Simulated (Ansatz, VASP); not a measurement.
**Cross-check of SnSe2 between VASP and Ansatz**

Aim: how closely do two programs agree when they are given the same cell, functional and k mesh? The cell is taken from a series of VASP runs on this material, whose earlier steps may have relaxed, scaled or displaced it; both programs get it as it stands.

Calculated with Ansatz 0.2.0; plane waves, with VASP 6.6.1 beside it; band structure at PBEsol, single point at PBEsol and band structure at PBEsol, spin-orbit coupling.

## (1) The structure

It takes space group P-3m1 (No. 164, trigonal). Conventional cell: a = 3.820 Å, b = 3.820 Å, c = 6.134 Å, α = 90.00°, β = 90.00°, γ = 120.00°. Nearest to Sn lie 6 Se at 2.72 Å. Se has 3 Sn at 2.72 Å nearest. Farther neighbours and most contacts between anions are not listed.

## (2) VASP: band structure, PBEsol

Levels along a path test the potential and the projectors away from the mesh points.

Lines of VASP's logs that name or quote its potential files are left out, and so is its time.

Input file INCAR:

```
SYSTEM = SnSe2
PREC = Accurate
ENCUT = 400
EDIFF = 1E-06
NELM = 100
ISMEAR = 0
SIGMA = 0.05
LREAL = .FALSE.
ALGO = Normal
GGA = PS
NBANDS = 26
LORBIT = 11
LWAVE = .FALSE.
LCHARG = .FALSE.
KPAR = 2
```

Input file POSCAR:

```
SnSe2
1.0
    3.8202979081      0.0000000000      0.0000000000
   -1.9101489540      3.3084750384      0.0000000000
    0.0000000000      0.0000000000      6.1341064093
Sn Se
1 2
Direct
    0.0000000000      0.0000000000      0.0000000000
    0.3333333333      0.6666666667      0.2587113852
    0.6666666667      0.3333333333      0.7412886148
```

Input file KPOINTS:

```
Automatic mesh
0
Gamma
7 7 4
0 0 0
```

Input file KPOINTS_OPT:

```
Line mode
16
Line-mode
Reciprocal
  0.00000000   0.00000000   0.00000000 GAMMA
  0.50000000   0.00000000   0.00000000 M

  0.50000000   0.00000000   0.00000000 M
  0.33333333   0.33333333   0.00000000 K

  0.33333333   0.33333333   0.00000000 K
  0.00000000   0.00000000   0.00000000 GAMMA

  0.00000000   0.00000000   0.00000000 GAMMA
  0.00000000   0.00000000   0.50000000 A

  0.00000000   0.00000000   0.50000000 A
  0.50000000   0.00000000   0.50000000 L

  0.50000000   0.00000000   0.50000000 L
  0.33333333   0.33333333   0.50000000 H

  0.33333333   0.33333333   0.50000000 H
  0.00000000   0.00000000   0.50000000 A

  0.50000000   0.00000000   0.50000000 L
  0.50000000   0.00000000   0.00000000 M

  0.33333333   0.33333333   0.00000000 K
  0.33333333   0.33333333   0.50000000 H
```

PAW data sets: Sn_d and Se (PBE family, release 64).

Run with:

```console
> mpirun -np 2 vasp_std
```

Numbers of over 12 decimals in the logs are rounded to 6 here.

Log:

```text
[banner, memory and clock lines left out]
running    2 mpi-ranks, on    1 nodes
 distrk:  each k-point on    1 cores,    2 groups
 distr:  one band on    1 cores,    1 groups

 POSCAR found type information on POSCAR SnSe
 POSCAR found :  2 types and       3 ions
|                                                                             |
|               ----> ADVICE to this user running VASP <----                  |
|                                                                             |
|     You enforced a specific xc type in the INCAR file but a different       |
|     [... a line on the potential file left out ...]
|     I HOPE YOU KNOW WHAT YOU ARE DOING!                                     |
|                                                                             |

 LDA part: xc-table for (Slater+PW92), standard interpolation
 POSCAR, INCAR and KPOINTS ok, starting setup
 FFT: planning ... GRIDC
 FFT: planning ... GRID_SOFT
 FFT: planning ... GRID
 WAVECAR not read
 entering main loop
       N       E                     dE             d eps       ncg     rms          rms(c)
DAV:   1     0.185742339226E+03    0.18574E+03   -0.99095E+03  1550   0.950E+02
DAV:   2     0.951857842076E+01   -0.17622E+03   -0.16569E+03  1640   0.298E+02
DAV:   3    -0.125511479578E+02   -0.22070E+02   -0.21742E+02  1784   0.895E+01
DAV:   4    -0.132258103113E+02   -0.67466E+00   -0.67400E+00  1782   0.169E+01
DAV:   5    -0.132416264499E+02   -0.15816E-01   -0.15814E-01  1908   0.261E+00    0.494E+00
DAV:   6    -0.130033343913E+02    0.23829E+00   -0.37805E-01  2034   0.569E+00    0.309E+00
DAV:   7    -0.129775531554E+02    0.25781E-01   -0.11796E-01  1826   0.195E+00    0.904E-01
DAV:   8    -0.129756539704E+02    0.18992E-02   -0.97460E-03  1870   0.761E-01    0.256E-01
DAV:   9    -0.129756868610E+02   -0.32891E-04   -0.10099E-03  1618   0.193E-01    0.774E-02
DAV:  10    -0.129756852917E+02    0.15693E-05   -0.83782E-05  1810   0.494E-02    0.271E-02
DAV:  11    -0.129756971227E+02   -0.11831E-04   -0.15153E-05  1584   0.197E-02    0.488E-03
DAV:  12    -0.129756974011E+02   -0.27838E-06   -0.88237E-07  1394   0.505E-03
   1 F= -.12975697E+02 E0= -.12975697E+02  d E =-.118472E-10
 Start KPOINTS_OPT (optional k-point list driver)
k-point batch [1-28\144]
       N       E                     dE             ncg
DAV:   1     0.260134745254E+03   -0.15099E+05     1586
DAV:   2    -0.463534523136E+04   -0.48955E+04     1562
DAV:   3    -0.524999371501E+04   -0.61465E+03     1838
DAV:   4    -0.526954687912E+04   -0.19553E+02     1716
DAV:   5    -0.526999130224E+04   -0.44442E+00     2010
DAV:   6    -0.527000513997E+04   -0.13838E-01     1824
DAV:   7    -0.527000581525E+04   -0.67528E-03     2238
DAV:   8    -0.527000581864E+04   -0.33920E-05     1472
DAV:   9    -0.527000581882E+04   -0.18021E-06     1266
[...]
k-point batch [141-144\144]
       N       E                     dE             ncg
DAV:   1     0.189003413622E+05   -0.32255E+04      224
DAV:   2     0.181952886743E+05   -0.70505E+03      224
DAV:   3     0.181077278489E+05   -0.87561E+02      260
DAV:   4     0.181051571665E+05   -0.25707E+01      248
DAV:   5     0.181051009124E+05   -0.56254E-01      288
DAV:   6     0.181050989209E+05   -0.19916E-02      252
DAV:   7     0.181050987940E+05   -0.12684E-03      320
DAV:   8     0.181050987936E+05   -0.43626E-06      202
```

Parts of OUTCAR (step 2):

```text
ion  position               nearest neighbor table
   1  0.000  0.000  0.000-   2 2.72   3 2.72   2 2.72   3 2.72   3 2.72   2 2.72
   2  0.333  0.667  0.259-   1 2.72   1 2.72   1 2.72
   3  0.667  0.333  0.741-   1 2.72   1 2.72   1 2.72

  LATTYP: Found a hexagonal cell.
 ALAT       =     3.8202979081
 C/A-ratio  =     1.6056617983

 Subroutine GETGRP returns: Found 12 space group operations
 (whereof 12 operations were pure point group operations)

The static configuration has the point symmetry D_3d.

 Found     28 irreducible k-points:

   k-points           NKPTS =     28   k-points in BZ     NKDIM =     28   number of bands    NBANDS=     26

   dimension x,y,z NGX =    28 NGY =   28 NGZ =   40
   dimension x,y,z NGXF=    56 NGYF=   56 NGZF=   80

   ENCUT  =  400.0 eV  29.40 Ry    5.42 a.u.   6.23  6.23 10.00*2*pi/ulx,y,z

   NELECT =      26.0000    total number of electrons

 k-points in reciprocal lattice and weights: Automatic mesh
   0.00000000  0.00000000  0.00000000       0.005
   0.14285714  0.00000000  0.00000000       0.031
   0.28571429  0.00000000  0.00000000       0.031
   0.42857143 -0.00000000  0.00000000       0.031
   0.14285714  0.14285714  0.00000000       0.031
   0.28571429  0.14285714  0.00000000       0.061
   0.42857143  0.14285714  0.00000000       0.031
   0.28571429  0.28571429  0.00000000       0.031
   0.00000000  0.00000000  0.25000000       0.010
[...]
0.42857143  0.14285714  0.50000000       0.031
   0.28571429  0.28571429  0.50000000       0.031

 average (electrostatic) potential at core
       1-102.5008       2 -53.3511       3 -53.3511

 E-fermi :   4.2325

 k-point     1 :       0.0000    0.0000    0.0000
  band No.  band energies     occupation
    ...
      9       3.4714      2.00000
     10       3.4714      2.00000
     11       3.7059      2.00000
     12       3.7059      2.00000
     13       3.9581      2.00000
     14       4.9049      0.00000
     15       7.0091      0.00000
     16       8.6332      0.00000
     17       8.6332      0.00000
     18      12.0570      0.00000
    ...

 k-point     2 :       0.1429    0.0000    0.0000
  band No.  band energies     occupation
    ...
      9       1.7509      2.00000
     10       2.7185      2.00000
     11       2.7921      2.00000
     12       3.9752      2.00000
     13       4.0194      2.00000
     14       6.1014      0.00000
     15       7.6558      0.00000
     16       8.4729      0.00000
     17       8.9454      0.00000
     18      11.3792      0.00000
    ...

 k-point     3 :       0.2857    0.0000    0.0000
  band No.  band energies     occupation
    ...
      9       0.2438      2.00000
     10       1.3895      2.00000
     11       2.0265      2.00000
     12       3.6241      2.00000
     13       3.9244      2.00000
     14       5.7230      0.00000
     15       7.8425      0.00000
     16       9.2486      0.00000
     17       9.6457      0.00000
     18      10.2499      0.00000
    ...

  Total        0.0234388      0.0234388      0.0151705      0.0000000      0.0000000     -0.0000000
  in kB        0.4843606      0.4843606      0.3134968      0.0000000      0.0000000     -0.0000000
  external PRESSURE =       0.4274060 kB  Pullay stress =       0.0000000 kB

  energy-cutoff  :      400.00
  volume of cell :       77.53
      direct lattice vectors                 reciprocal lattice vectors
     3.820297908  0.000000000  0.000000000     0.261759691  0.151127028  0.000000000
    -1.910148954  3.308475038  0.000000000     0.000000000  0.302254056  0.000000000
     0.000000000  0.000000000  6.134106409     0.000000000  0.000000000  0.163022930

 POSITION                                       TOTAL-FORCE (eV/Angst)
 -----------------------------------------------------------------------------------
      0.00000      0.00000      0.00000        -0.000000     -0.000000      0.000000
     -0.00000      2.20565      1.58696         0.000000     -0.000000      0.003149
      1.91015      1.10283      4.54714        -0.000000      0.000000     -0.003149
 -----------------------------------------------------------------------------------
    total drift:                               -0.000000     -0.000000     -0.000000

  FREE ENERGIE OF THE ION-ELECTRON SYSTEM (eV)
  ---------------------------------------------------
  free  energy   TOTEN  =       -12.9756974011 eV

  energy  without entropy=      -12.9756974011  energy(sigma->0) =      -12.97569740

 total charge
# of ion       s       p       d       tot
------------------------------------------
    1        1.062   1.027  10.098  12.187
    2        1.488   2.290   0.028   3.806
    3        1.488   2.290   0.028   3.806
--------------------------------------------------
tot          4.037   5.607  10.154  19.799

[... 3 further parts left out ...]
```

The run ends at a pressure of 0.04 GPa, with forces up to 0.0031 eV/Å.

## (3) Ansatz: band structure, PBEsol

Ansatz runs on its default PAW (the set named soft_2) files.

The same cell, functional, mesh and smearing now go to Ansatz, which takes its cutoff from its data sets.

Input file input.yaml:

```yaml
crystal:
  lattice:
    - [3.8202979081, 0.0, 0.0]
    - [-1.910148954, 3.3084750384, 0.0]
    - [0.0, 0.0, 6.1341064093]
  atoms:
    - { symbol: Sn, position: [0.0, 0.0, 0.0] }
    - { symbol: Se, position: [0.3333333333, 0.6666666667, 0.2587113852] }
    - { symbol: Se, position: [0.6666666667, 0.3333333333, 0.7412886148] }
hamiltonian:
  xc: pbesol
  pseudopotentials: { kind: paw }
kpoints:
  mp_grid: { grid: [7, 7, 4] }
  band_path:
    path:
      - [0.0, 0.0, 0.0]
      - [0.13333, 0.0, 0.0]
      - [0.3, 0.0, 0.0]
      - [0.46667, 0.0, 0.0]
      - [0.46667, 0.06667, 0.0]
      - [0.41111, 0.17778, 0.0]
      - [0.35556, 0.28889, 0.0]
      - [0.28889, 0.28889, 0.0]
      - [0.17778, 0.17778, 0.0]
      - [0.08889, 0.08889, 0.0]
      - [0.06667, 0.06667, 0.0]
      - [0.0, 0.0, 0.03333]
      - [0.0, 0.0, 0.2]
      - [0.0, 0.0, 0.36667]
      - [0.0, 0.0, 0.5]
      - [0.16667, 0.0, 0.5]
      - [0.3, 0.0, 0.5]
      - [0.46667, 0.0, 0.5]
      - [0.46667, 0.06667, 0.5]
      - [0.41111, 0.17778, 0.5]
      - [0.35556, 0.28889, 0.5]
      - [0.28889, 0.28889, 0.5]
      - [0.17778, 0.17778, 0.5]
      - [0.06667, 0.06667, 0.5]
      - [0.5, 0.0, 0.46667]
      - [0.5, 0.0, 0.33333]
      - [0.5, 0.0, 0.3]
      - [0.5, 0.0, 0.13333]
      - [0.33333, 0.33333, 0.0]
      - [0.33333, 0.33333, 0.16667]
      - [0.33333, 0.33333, 0.33333]
      - [0.33333, 0.33333, 0.5]
    npoints: 1
scf:
  occupations: { method: gaussian, width: 0.05 }
  n_extra_bands: 7
output:
  forces: true
  stress: true
  eigenvalues: true
  write_density: true
  write_potential: true
  elf: true
  volumetric_format: npy
```

Run with:

```console
> ansatz run input.yaml --threads 2 --pin off --max-ram 4608MiB --backend cpu --events-out ev --progress --plain --runs-dir out
```

Log:

```text
scf.n_extra_bands = 7 over 23 filled bands (N_el = 46.0): the run solves 30 bands
Engine: ansatz 0.2.0, aarch64-unknown-linux-gnu
Pseudopotentials: kind: paw
Pseudopotential: Sn, paw, valence charge 14, recommended cutoff 420 eV (normal), Sn.paw.azcp
Pseudopotential: Se, paw, valence charge 16, recommended cutoff 420 eV (normal), Se.paw.azcp
Functional definition: PBEsol
  exchange = pbesol_x
  correlation = pbesol_c
Crystal: 3 atoms, lattice volume = 77.531 Å³
Basis set: ecut = 420 eV, 1509 PW (Γ), exchange–correlation on 54×54×90 points (8 copies of the dense FFT grid, shifted against one another)
Bands: 30, of which v1, the nominal top of the filled ones, is band 23 counted from 1 (22 counted from 0)
Symmetry: 12 space group operations
Space group: P-3m1 (ITA 164), of the structure as read, at distance tolerance 4.3e-5 Å
k-points: 28 of 196
Non-local potential: Sn, projectors of the file, l = 0: 2, l = 1: 2, l = 2: 2, l = 3: 2
Non-local potential: Se, projectors of the file, l = 0: 2, l = 1: 2, l = 2: 3, l = 3: 1
PAW form: soft (Blöchl's): semilocal exchange-correlation on the pseudo side does not see the compensation charge
PAW frozen core: Sn, regenerated for the run's functional, and the local potential with it (the file was generated under x = pbe(κ = 0.804, μ = 0.219515), c = pbe(β = 0.066725))
PAW frozen core: Se, regenerated for the run's functional, and the local potential with it (the file was generated under x = pbe(κ = 0.804, μ = 0.219515), c = pbe(β = 0.066725))
PAW one-centre angular grid: Sn, 590 points (default); XC on 64 Gauss nodes
PAW one-centre angular grid: Se, 590 points (default); XC on 64 Gauss nodes
Initial density: superposition of atomic densities (neutral atoms: chi_scale 0, normalization atom), corrected by the library's trained network
Initial wavefunctions: pseudopotential atomic-orbital guess
Functional: x = pbesol(κ = 0.804, μ = 0.123457), c = pbesol(β = 0.046)
SCF iter   1: F=—  HF=-16799.218669 eV  |F-HF|=—  |Δ(HF+E_count)|=         —  Δρ=2.08e-3  dr2=3.18e-3  ethr=1.77e-3  ⟨swp⟩=6.2  Hψ=3712  notcnv=0  defer=6
preconditioner: auto → Resta (q_TF=auto, 2.501 Å⁻¹)  ε∞=2.6  [insulator: Δε(μ)=0.642 eV  Ē_g=17.198 eV  σ=0.050 eV  W_gap=1.00  n_scr=22 (ndim 8)  ℏωp=21.5 eV  f_vac=0.059  D(μ)=0.00/eV (n_scr^D=0)  ε∞_Penn≈2.6]
SCF iter   2: F=—  HF=-16799.215814 eV  |F-HF|=—  |Δ(HF+E_count)|=   2.85e-3  Δρ=1.03e-3  dr2=7.31e-4  ethr=6.91e-6  ⟨swp⟩=3.0  Hψ=1774  notcnv=0  defer=35
SCF iter   3: F=—  HF=-16799.215779 eV  |F-HF|=—  |Δ(HF+E_count)|=   3.56e-5  Δρ=3.15e-4  dr2=5.58e-5  ethr=1.59e-6  ⟨swp⟩=2.0  Hψ=1147  notcnv=0  defer=35
SCF iter   4: F=—  HF=-16799.215786 eV  |F-HF|=—  |Δ(HF+E_count)|=   7.44e-6  Δρ=1.17e-4  dr2=9.71e-6  ethr=1.21e-7  ⟨swp⟩=2.0  Hψ=1109  notcnv=0  defer=35
SCF iter   5: F=—  HF=-16799.215792 eV  |F-HF|=—  |Δ(HF+E_count)|=   5.82e-6  Δρ=3.58e-5  dr2=1.59e-6  ethr=2.11e-8  ⟨swp⟩=2.0  Hψ=936  notcnv=0  defer=35
SCF iter   6: F=-16799.215792 eV  HF=-16799.215792 eV  |F-HF|=8.02e-8  |Δ(HF+E_count)|=   4.18e-7  Δρ=8.09e-6  dr2=6.39e-8  ethr=2.17e-10  ⟨swp⟩=11.5  Hψ=5921  notcnv=0
SCF 1 converged in 6 iterations: F = -16799.215792 eV  dr2 = 6.39e-8
  greatest PAW one-centre occupation: 1.000 electrons in one spin orbital (limit 2), on the Se atom at site 2 (counted from 0), in its partial waves of l = 2
NSCF: frozen V_eff on 32 k-points
SCF converged after 6 iterations
Free energy (F): -16799.215792 eV
Harris-Foulkes:  -16799.215792 eV  (|F-HF|=8.02e-8)
Internal energy: -16799.215792 eV  (E = F + TS)
E sigma→0 (E₀):  -16799.215792 eV
Fermi energy:    8.258186 eV
--- Per-component energies (eV) ---
  E_band       = -865.415965
  E_kinetic    = 424.807756
  E_local      = -5984.628020  (includes V_loc(G=0)·N_el)
  E_nonlocal   = -1214.416341
  E_hartree    = 3063.433947
  E_xc         = -584.538654
  E_vxc        = -291.699399  (∫ρ·V_xc dr)
  E_paw        = -7805.398563  (= ΣΔE_a)
  E_vpaw       = 73.644088  (= ΣTr[D̂ρ^β])
  E_aug_tail   = -0.001227  (compensation charges beyond the density's cutoff)
  E_ewald      = -4700.776431
  E_core_change = 2.301741  (= ΣΔE_core)
  E_smearing   = -0.000000  (= −TS)
  E_closure    = -0.000000  (closes the sum)
  Σ components = -16799.215792   (vs F -16799.215792, Δ=0.00e0)
--- Forces (eV/Å), atoms counted from 1 ---
  atom   1  Sn     0.00000000     0.00000000     0.00000000
  atom   2  Se    -0.00000000     0.00000000    -0.01788575
  atom   3  Se     0.00000000    -0.00000000     0.01788575
  max |Σ_I F_I| component: 4.63e-18 eV/Å
--- Stress (GPa, compression-positive) ---
       -0.034287      -0.000000      -0.000000
       -0.000000      -0.034287       0.000000
       -0.000000       0.000000      -0.064793
  P = ⅓ Tr σ = -0.0445 GPa (-0.445 kbar)
--- Band table (eV; the first three rows and the last of 28) ---
  k-point 0: bands = [... 19 lower, 7.3944, 7.6269, 7.6269, 7.8713, 8.8310, 10.9397, 12.5622, 12.5622, ... 3 higher]
  k-point 1: bands = [... 19 lower, 7.3169, 7.3169, 7.7415, 7.7415, 9.8121, 10.9264, 12.4015, 12.4015, ... 3 higher]
  k-point 2: bands = [... 19 lower, 7.2687, 7.2687, 7.8283, 7.8283, 10.4302, 10.8236, 12.2503, 12.2503, ... 3 higher]
  k-point 27: bands = [... 19 lower, 3.9498, 4.6129, 7.4384, 7.5771, 10.1453, 12.1773, 12.5924, 13.8382, ... 3 higher]
```

The job ended after 5.6 s (2 threads of Arm Neoverse N1, shared host; peak memory 0.36 GiB).

## (4) Differences

Known differences besides the potentials themselves: the data sets hold 46 valence electrons in Ansatz (default PAW (the set named soft_2) files) and 26 in VASP; the cutoff is 420 eV in Ansatz and 400 eV in VASP; Ansatz makes its cores anew for this functional, VASP keeps those of its PBE data sets; VASP leaves aspherical gradient terms in its spheres out (LASPH is not set), Ansatz keeps them. Total energies have different zeros and are not compared.

Both answers:

| quantity | Ansatz | VASP | difference |
| --- | --- | --- | --- |
| pressure (GPa) | -0.04 | 0.04 | -0.09 |
| gap over the path points (eV) | 0.499 | 0.492 | +0.007 |

Levels at points of the path, from each program's valence-band top (eV; 4 filled, then empty):

| k (reciprocal lattice) | Ansatz | VASP |
| --- | --- | --- |
| 0.000 0.000 0.000 | -0.62 -0.38 -0.38 -0.14 0.82 2.93 4.55 | -0.62 -0.39 -0.39 -0.14 0.81 2.92 4.54 |
| 0.133 0.000 0.000 | -1.27 -1.24 -0.12 -0.07 1.95 3.58 4.32 | -1.28 -1.25 -0.13 -0.07 1.95 3.56 4.31 |
| 0.300 0.000 0.000 | -2.79 -2.12 -0.54 -0.18 1.56 3.76 5.17 | -2.80 -2.13 -0.54 -0.18 1.55 3.75 5.16 |
| 0.467 0.000 0.000 | -3.11 -2.55 -1.45 -0.31 1.11 3.56 5.09 | -3.11 -2.56 -1.45 -0.31 1.10 3.55 5.08 |
| 0.467 0.067 0.000 | -3.07 -2.71 -1.48 -0.55 1.18 3.86 4.84 | -3.08 -2.72 -1.49 -0.56 1.17 3.85 4.83 |
| 0.411 0.178 0.000 | -3.25 -2.99 -1.49 -1.45 1.23 5.16 5.27 | -3.26 -2.99 -1.49 -1.46 1.22 5.16 5.26 |
| 0.356 0.289 0.000 | -3.59 -3.19 -1.86 -1.64 1.00 6.13 6.18 | -3.60 -3.20 -1.86 -1.65 0.99 6.12 6.18 |
| 0.289 0.289 0.000 | -3.59 -2.93 -2.02 -1.40 1.08 5.99 6.14 | -3.59 -2.94 -2.02 -1.40 1.08 5.98 6.13 |
| 0.178 0.178 0.000 | -3.50 -1.53 -1.43 -0.33 1.86 4.95 4.98 | -3.50 -1.54 -1.44 -0.33 1.85 4.95 4.97 |
| 0.089 0.089 0.000 | -1.97 -0.70 -0.57 0.00 2.10 3.99 4.01 | -1.98 -0.70 -0.57 0.00 2.10 3.98 4.01 |

At this near-relaxed geometry the largest component of a force difference is 21 meV/Å. Among the levels compared at these points, filled levels agree within 9 meV and empty ones within 14 meV. Ansatz's pressure holds a Pulay correction of 0.04 GPa; VASP's holds none.

## (5) Ansatz: single point, PBEsol

With cell and atoms fixed, the geometry can't cause a difference; cores, projectors, grids and the points listed under the comparison can.

The cell is taken from a series of VASP runs on this material, whose earlier steps may have relaxed, scaled or displaced it; both programs get it as it stands.

input.yaml, the sections that differ from step 3:

```yaml
kpoints:
  mp_grid: { grid: [10, 10, 6] }
scf:
  occupations: { method: gaussian, width: 0.05 }
  n_extra_bands: 4
output:
  forces: true
  stress: true
  eigenvalues: true
# crystal, hamiltonian: as in step 3
```

Log:

```text
[...]
Crystal: 3 atoms, lattice volume = 77.531 Å³
Basis set: ecut = 420 eV, 1509 PW (Γ), exchange–correlation on 54×54×90 points (8 copies of the dense FFT grid, shifted against one another)
Bands: 27, of which v1, the nominal top of the filled ones, is band 23 counted from 1 (22 counted from 0)
Symmetry: 12 space group operations
[...]
k-points: 72 of 600
[...]
--- Band table (eV; the first three rows and the last of 72) ---
  k-point 0: bands = [... 19 lower, 7.3929, 7.6251, 7.6251, 7.8701, 8.8304, 10.9394, 12.5619, 12.5619]
  k-point 1: bands = [... 19 lower, 7.3477, 7.3477, 7.6886, 7.6886, 9.4419, 10.9372, 12.4802, 12.4802]
  k-point 2: bands = [... 19 lower, 7.2893, 7.2893, 7.7849, 7.7849, 10.1185, 10.8981, 12.3246, 12.3246]
  k-point 71: bands = [... 19 lower, 3.8612, 4.4575, 7.4936, 7.5976, 10.1862, 12.1954, 12.4653, 13.8308]
[key lines of the parts left out:]
SCF converged after 6 iterations
Free energy (F): -16799.220564 eV
Fermi energy:    8.251853 eV
P = ⅓ Tr σ = -0.0556 GPa (-0.556 kbar)
```

Wall time 7.4 s (2 threads); peak memory 0.4 GiB.

The run ends at a pressure of -0.06 GPa, with forces up to 0.014 eV/Å.

(Part 1 of 2 ends here.)

[Lines on the potential files, build, host, timing and source positions are cut from VASP's logs without a mark.]

[Logs are printed without paths, hosts, clocks, repeated set-up lines and the standing remarks that a program may print on its own settings, such as how far it seeks lower states.]

[Hosts, paths, dates, database ids (printed as entryN), source tags and the programs' standing remarks are cut or masked in the printed files.]
